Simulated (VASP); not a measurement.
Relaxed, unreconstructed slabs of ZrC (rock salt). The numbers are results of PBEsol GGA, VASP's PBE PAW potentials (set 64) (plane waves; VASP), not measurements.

Slab and bulk use different k-meshes, so the surface energy is good to a few per cent at best.

Problem. Order the faces (110) [12 atoms], (100) [8 atoms] by surface energy, lowest first.

Solution. (100) [8 atoms] (1.84 J/m²), (110) [12 atoms] (3.52 J/m²)

Problem. And what are their work functions?

Solution. (110) [12 atoms] 3.32 eV, (100) [8 atoms] 4.03 eV.

Runs of the series that failed, ran out of time, didn't relax or are held back are left out, and each face is given by its thickest slab.

The cell is a thin slab with vacuum, built from ZrC (rock salt).
